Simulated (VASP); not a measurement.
Level of theory: PW91 GGA, VASP's PBE PAW potentials (set 64) (plane waves; VASP).

A VASP calculation is set up with these files.

File KPOINTS:
```
K-points
0
Gamma
14 14 14
0 0 0
```

### INCAR
```
ALGO=Normal
EDIFF=1E-7
ENCUT=520
GGA=91
ISIF=2
ISMEAR=-5
LASPH=T
LCHARG=T
LMAXMIX=4
LORBIT=11
LREAL=F
LWAVE=F
NEDOS=601
NELM=100
PREC=Accurate
SYSTEM=RuAl
```

POSCAR:
```
RuAl
1
    3.0063195587     0.0000000000    -0.0000000000
    0.0000000000     3.0063195587    -0.0000000000
    0.0000000000     0.0000000000     3.0063195587
Al Ru
1 1
Direct
  0.5000000000   0.5000000000   0.5000000000
  0.0000000000   0.0000000000   0.0000000000
```

POTCAR, in this order: Al Ru_pv (PBE.64 set). Program: vasp_std.

What VASP printed:

### OSZICAR
```
       N       E                     dE             d eps       ncg     rms          rms(c)
DAV:   1     0.113951216401E+03    0.11395E+03   -0.94381E+03  2920   0.132E+03
DAV:   2    -0.125675815417E+02   -0.12652E+03   -0.12165E+03  3132   0.349E+02
DAV:   3    -0.148463744306E+02   -0.22788E+01   -0.22489E+01  3408   0.481E+01
DAV:   4    -0.148698110030E+02   -0.23437E-01   -0.23452E-01  3280   0.495E+00
DAV:   5    -0.148704383966E+02   -0.62739E-03   -0.62825E-03  3628   0.700E-01    0.120E+01
DAV:   6    -0.142953395071E+02    0.57510E+00   -0.37324E+00  3056   0.220E+01    0.237E+00
DAV:   7    -0.142181808923E+02    0.77159E-01   -0.31690E-01  3040   0.668E+00    0.204E+00
DAV:   8    -0.142031318916E+02    0.15049E-01   -0.18584E-02  3164   0.145E+00    0.205E-01
DAV:   9    -0.142029816044E+02    0.15029E-03   -0.32900E-04  3356   0.167E-01    0.138E-01
DAV:  10    -0.142029786779E+02    0.29265E-05   -0.34883E-05  3608   0.783E-02    0.131E-02
DAV:  11    -0.142029753200E+02    0.33579E-05   -0.30572E-06  3368   0.231E-02    0.669E-03
DAV:  12    -0.142029750902E+02    0.22979E-06   -0.72605E-08  1840   0.295E-03    0.195E-04
DAV:  13    -0.142029751480E+02   -0.57718E-07   -0.11314E-08  1572   0.115E-03
   1 F= -.14202975E+02 E0= -.14202975E+02  d E =0.000000E+00
```

### OUTCAR
```
------------------------ aborting loop because EDIFF is reached ----------------------------------------
  FORCE on cell =-STRESS in cart. coord.  units (eV):
  Direction    XX          YY          ZZ          XY          YZ          ZX
  --------------------------------------------------------------------------------------
  Total       -0.0140526     -0.0140526     -0.0140526     -0.0000000     -0.0000000      0.0000000
  in kB       -0.8286336     -0.8286336     -0.8286336     -0.0000000     -0.0000000      0.0000000
  external PRESSURE =      -0.8286336 kB  Pullay stress =       0.0000000 kB
  volume of cell :       27.17
      direct lattice vectors                 reciprocal lattice vectors
     3.006319559  0.000000000  0.000000000     0.332632636  0.000000000  0.000000000
     0.000000000  3.006319559  0.000000000     0.000000000  0.332632636  0.000000000
     0.000000000  0.000000000  3.006319559     0.000000000  0.000000000  0.332632636
 POSITION                                       TOTAL-FORCE (eV/Angst)
 -----------------------------------------------------------------------------------
      1.50316      1.50316      1.50316         0.000000      0.000000      0.000000
      0.00000      0.00000      0.00000         0.000000      0.000000      0.000000
 -----------------------------------------------------------------------------------
    total drift:                                0.000000      0.000000      0.000000
  FREE ENERGIE OF THE ION-ELECTRON SYSTEM (eV)
  ---------------------------------------------------
  free  energy   TOTEN  =       -14.2029751480 eV

  energy  without entropy=      -14.2029751480  energy(sigma->0) =      -14.20297515

 total charge

# of ion       s       p       d       tot
------------------------------------------
    1        0.389   0.412   0.000   0.800
    2        0.330   6.236   6.209  12.775
--------------------------------------------------
tot          0.718   6.648   6.209  13.575
```
(Selected blocks of OUTCAR.)

For a metal the tetrahedron method with Blöchl corrections gives inexact stress and forces.

The compound is RuAl in the CsCl type structure. It was relaxed first. The electron count is odd and the run is not spin-polarised, which forces a metal.
